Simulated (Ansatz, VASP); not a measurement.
**P: VASP beside Ansatz**

Wanted: the spread between two codes on one cell, functional and k mesh. The cell is taken from a series of runs on this material, whose earlier steps may have relaxed, scaled, displaced or heated it; both programs get it as it stands.

Calculated with Ansatz 0.2.0; plane waves, with VASP 6.6.1 beside it; zone-centre phonons at PBE with D3(BJ).

## Step 1: The structure

The structure is orthorhombic, space group Cmce (No. 64). Conventional cell: a = 3.189 Å, b = 9.789 Å, c = 4.328 Å, α = 90.00°, β = 90.00°, γ = 90.00°. P has 3 P at 2.20 to 2.24 Å nearest.

## Step 2: Ansatz: zone-centre phonons, PBE with D3(BJ)

Ansatz runs on its PAW soft_1 files.

Second derivatives magnify differences that forces hide, and they need a tight electronic threshold.

File input.yaml:

```yaml
crystal:
  lattice:
    - [1.5947317832, -4.8943583054, 0.0]
    - [1.5947317832, 4.8943583054, 0.0]
    - [0.0, 0.0, 4.3280349588]
  atoms:
    - { symbol: P, position: [0.8903264729, 0.1096735271, 0.0753303228] }
    - { symbol: P, position: [0.6096735271, 0.3903264729, 0.5753303228] }
    - { symbol: P, position: [0.1096735271, 0.8903264729, 0.9246696772] }
    - { symbol: P, position: [0.3903264729, 0.6096735271, 0.4246696772] }
kpoints:
  mp_grid: { grid: [16, 16, 12] }
hamiltonian:
  xc: pbe
  dispersion: d3bj
  pseudopotentials: { kind: paw, azcp: { folder: soft_1 } }
scf:
  occupations: { method: methfessel_paxton, width: 0.2 }
output:
  eigenvalues: true
phonons:
  method: dfpt
```

The run is started by

```
> ansatz run input.yaml --threads 8 --pin off --max-ram 16384MiB --backend cpu --events-out ev --progress --plain --runs-dir out
```

Numbers of over 12 decimals in the logs are rounded to 6 here.

What it wrote:

```text
zone centre: on kpoints.mp_grid the ground state, and the responses unless they are solved on pairs of k-points, stand on 826 of the mesh's 3072 k-points, reduced under 2 symmetry operations, with k and −k counted as one. Each operation leaves every solved displacement unchanged or reverses it
Engine: ansatz 0.2.0, aarch64-unknown-linux-gnu
Pseudopotentials: kind: paw
Pseudopotential: P, paw, valence charge 5, recommended cutoff 420 eV (normal), soft_1/P.paw.azcp
Functional definition: PBE
  parameter kappa = 0.804
  parameter beta = 0.066725
  exchange = pbe_x(kappa = kappa, mu = beta*pi^2/3)
  correlation = pbe_c(beta = beta)
Crystal: 4 atoms, lattice volume = 67.562 Å³
Basis set: ecut = 420 eV, 1335 PW (Γ), exchange–correlation on 72×72×60 points (8 copies of the dense FFT grid, shifted against one another)
Bands: 14, of which v1, the nominal top of the filled ones, is band 10 counted from 1 (9 counted from 0)
Symmetry: 8 space group operations
k-points: 826 of 3072 (irreducible under 2 space group operations, time reversal used)
Non-local potential: P, projectors of the file, l = 0: 2, l = 1: 2, l = 2: 1
PAW form: soft (Blöchl's): semilocal exchange-correlation on the pseudo side does not see the compensation charge
PAW one-centre angular grid: P, 110 points (default); XC on 64 Gauss nodes
Initial density: superposition of atomic densities (chi_scale 0.1, normalization cell)
Initial wavefunctions: pseudopotential atomic-orbital guess
Functional: x = pbe(κ = 0.804, μ = 0.219515), c = pbe(β = 0.066725)
SCF iter   1: F=—  HF=-3024.240603 eV  |F-HF|=—  |Δ(HF+E_count)|=         —  Δρ=4.11e-2  dr2=7.68e-1  ethr=3.10e-3  ⟨swp⟩=7.6  Hψ=192080  notcnv=0
automatic band count: the SCF goes on with 18 bands, as 14 were too few: they end inside the smearing window of the response
preconditioner: auto → Kerker (q_TF=auto, 2.227 Å⁻¹)  [metal: Δε(μ)=0.033 eV  Ē_g=10.926 eV  σ=0.200 eV  W_gap=0.14  n_scr=12 (ndim 8)  ℏωp=20.2 eV  f_vac=0.000  D(μ)=0.34/eV (n_scr^D=0)]
SCF iter   2: F=—  HF=-3024.129589 eV  |F-HF|=—  |Δ(HF+E_count)|=   1.11e-1  S|Δr|=    0.00e0  Δρ=2.48e-2  dr2=2.99e-1  ethr=3.10e-3  ⟨swp⟩=1.0  Hψ=21545  notcnv=0  defer=1
SCF iter   3: F=—  HF=-3024.064298 eV  |F-HF|=—  |Δ(HF+E_count)|=   6.53e-2  S|Δr|=    0.00e0  Δρ=2.26e-3  dr2=2.30e-3  ethr=1.50e-3  ⟨swp⟩=2.0  Hψ=19783  notcnv=0  defer=1
SCF iter   4: F=—  HF=-3024.065404 eV  |F-HF|=—  |Δ(HF+E_count)|=   1.11e-3  S|Δr|=    0.00e0  Δρ=6.25e-4  dr2=3.08e-4  ethr=1.15e-5  ⟨swp⟩=2.2  Hψ=20582  notcnv=0  defer=1
SCF iter   5: F=—  HF=-3024.065568 eV  |F-HF|=—  |Δ(HF+E_count)|=   1.64e-4  S|Δr|=    0.00e0  Δρ=1.12e-4  dr2=9.16e-6  ethr=1.54e-6  ⟨swp⟩=2.8  Hψ=21923  notcnv=0  defer=1
SCF iter   6: F=—  HF=-3024.065570 eV  |F-HF|=—  |Δ(HF+E_count)|=   2.24e-6  S|Δr|=    0.00e0  Δρ=2.28e-5  dr2=4.48e-7  ethr=4.58e-8  ⟨swp⟩=2.7  Hψ=21190  notcnv=0  defer=1
SCF iter   7: F=—  HF=-3024.065570 eV  |F-HF|=—  |Δ(HF+E_count)|=   2.67e-7  S|Δr|=    0.00e0  Δρ=4.42e-6  dr2=1.86e-8  ethr=2.24e-9  ⟨swp⟩=2.8  Hψ=23446  notcnv=0  defer=928
SCF iter   8: F=—  HF=-3024.065570 eV  |F-HF|=—  |Δ(HF+E_count)|=   5.06e-9  S|Δr|=    0.00e0  Δρ=6.96e-7  dr2=9.21e-10  ethr=9.29e-11  ⟨swp⟩=2.5  Hψ=21019  notcnv=0  defer=981
SCF iter   9: F=—  HF=-3024.065570 eV  |F-HF|=—  |Δ(HF+E_count)|=  4.96e-11  S|Δr|=    0.00e0  Δρ=1.80e-7  dr2=4.06e-11  ethr=4.61e-12  ⟨swp⟩=2.5  Hψ=20054  notcnv=0  defer=1014
SCF iter  10: F=-3024.065570 eV  HF=-3024.065570 eV  |F-HF|=9.09e-13  |Δ(HF+E_count)|=  2.27e-12  S|Δr|=    0.00e0  Δρ=3.53e-8  dr2=1.83e-12  ethr=1.00e-12  ⟨swp⟩=14.0  Hψ=97968  notcnv=0
SCF 1 converged in 10 iterations: F = -3024.065570 eV  dr2 = 1.83e-12
  greatest PAW one-centre occupation: 0.810 electrons in one spin orbital (limit 2), on the P atom at site 3 (counted from 0), in its partial waves of l = 0
DFPT response loops at Γ: preconditioner auto → Kerker (q_TF=auto, 2.227 Å⁻¹) (partly filled bands, converged f_vac=0.000); β = 1.00, the filter's whole step (`scf.mixing.beta` (0.50) is not read by the response loops under this deck's `scf.mixing.preconditioner`; to damp them name `kerker` or `kerker_dos`, under which they read `scf.mixing.beta`, and type it under 1.00, their step now; both keys bind the ground state too); Broyden in place of MSR1
SCF converged after 10 iterations
Stability not checked: this state was not tested for a lower state beside it, because cold or Methfessel-Paxton smearing, or corrected tetrahedra, fill the levels in a way that the test cannot read (fill_not_monotonic; see scf.lower_state_search)
Free energy (F): -3024.065570 eV
Harris-Foulkes:  -3024.065570 eV  (|F-HF|=9.09e-13)
Internal energy: -3024.066153 eV  (E = F + TS)
E sigma→0 (E₀):  -3024.065716 eV
Entropy (-TS):   0.000582 eV (0.146 meV/atom)
Fermi energy:    9.079545 eV
Step filling:    the computed levels leave a gap of 0.0000 eV = 0.0 smearing widths at the electron count; against every level under it full and every level over it empty, smearing changes F+E_penalty+E_count by +0.203 meV and its σ→0 estimate by +0.058 meV
--- Per-component energies (eV) ---
  E_band       = 44.367951
  E_kinetic    = 278.130221
  E_local      = -191.890068  (includes V_loc(G=0)·N_el)
  E_nonlocal   = 130.712798
  E_hartree    = 51.994393
  E_xc         = -292.751096
  E_vxc        = -245.722243  (∫ρ·V_xc dr)
  E_paw        = -2232.712152  (= ΣΔE_a)
  E_vpaw       = -30.851552  (= ΣTr[D̂ρ^β])
  E_aug_tail   = -0.000001  (compensation charges beyond the density's cutoff)
  E_ewald      = -765.888458
  E_disp       = -1.661790  (pairwise vdW)
  E_smearing   = 0.000582  (= −TS)
  E_closure    = -0.000000  (closes the sum)
  Σ components = -3024.065570   (vs F -3024.065570, Δ=0.00e0)
--- Band table (eV; the first three rows and the last of 826) ---
  k-point 0: bands = [... 6 lower, 5.6197, 5.9482, 6.8306, 7.1420, 9.6019, 10.8674, 11.3585, 12.6971, ... 4 higher]
  k-point 1: bands = [... 6 lower, 5.6493, 6.4733, 6.8302, 6.8459, 9.8963, 10.9501, 11.3407, 12.5649, ... 4 higher]
  k-point 2: bands = [... 6 lower, 5.7358, 6.2305, 6.8236, 7.3178, 10.4554, 11.2439, 11.2622, 12.2602, ... 4 higher]
  k-point 825: bands = [... 6 lower, 6.7927, 6.7927, 7.8122, 7.8122, 10.7616, 10.7616, 11.9431, 11.9431, ... 4 higher]
--- Phonons (Γ-DFPT): 3 representative perturbations + reference, on 826 of 3072 k-points (Σ response iterations 9) ---
  k mesh reduced under 2 symmetry operations, with k and −k counted as one. Each operation leaves every solved displacement unchanged or reverses it
  ASR residual: 2.104e-5 → 0.000e0 eV/Å²; symmetrization residual: 6.974e-7 eV/Å²
  pairwise dispersion correction: d3bj (s6 = 1.0, s8 = 0.7875, a1 = 0.4289, a2_bohr = 4.4407), with the weights of each atom's references fixed at the reference crystal's, and the forces and stress that the weights' published response gives there kept as a pressure on the atom's counted neighbours (hamiltonian.dispersion)
  ASR residual per site (eV/Å²): 2.10e-5 2.10e-5 2.10e-5 2.10e-5
  Γ frequencies (cm⁻¹): 0.00 0.00 0.00 140.43 171.13 221.86 369.13 413.42 436.05 447.85 467.43 483.84
  non-analytic LO–TO correction: not included (Born effective charges unavailable; polar crystals: no LO–TO splitting at Γ)
```

[end of part 1 of 2]

[Lines on the potential files, build, host, timing and source positions are cut from VASP's logs without a mark.]

[Logs are printed without paths, hosts, clocks, repeated set-up lines and the standing remarks that a program may print on its own settings, such as how far it seeks lower states.]

[Hosts, paths, dates, database ids (printed as entryN), source tags and the programs' standing remarks are cut or masked in the printed files.]
